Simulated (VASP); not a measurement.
```
MnS
1.0
    5.22000     2.61000     2.61000
    2.61000     5.22000     2.61000
    2.61000     2.61000     5.22000
Mn S
2 2
Direct
  0.00000   0.00000   0.00000
  0.50000   0.50000   0.50000
  0.25000   0.25000   0.25000
  0.75000   0.75000   0.75000
```
Starting moments (μB, in the order of the record's atoms Mn Mn S S): 5.0 -5.0 0.0 0.0.

Computed with PBE GGA, VASP's PBE PAW potentials (set 64) (plane waves; VASP 6.6.1). Numerical set-up: 300 eV cut-off, 4×4×4 Γ-centred mesh, Fermi-Dirac smearing of 0.020 eV, potentials Mn_pv S.

At this cut-off the stress carries a Pulay error, which pulls relaxed volumes low.

Q: Give the stress tensor in GPa (positive for a compressed cell).

A: 
```
-3.72  -0.32  -0.32
-0.32  -3.72  -0.32
-0.32  -0.32  -3.72
```
The pressure is its mean diagonal, -3.72 GPa.

The structure is a typed MnS crystal (Fm-3m). The cell was not relaxed at this level. The k-mesh is coarse (spacing up to 0.50 per Å, 2π included), so the numbers may not be converged in it.
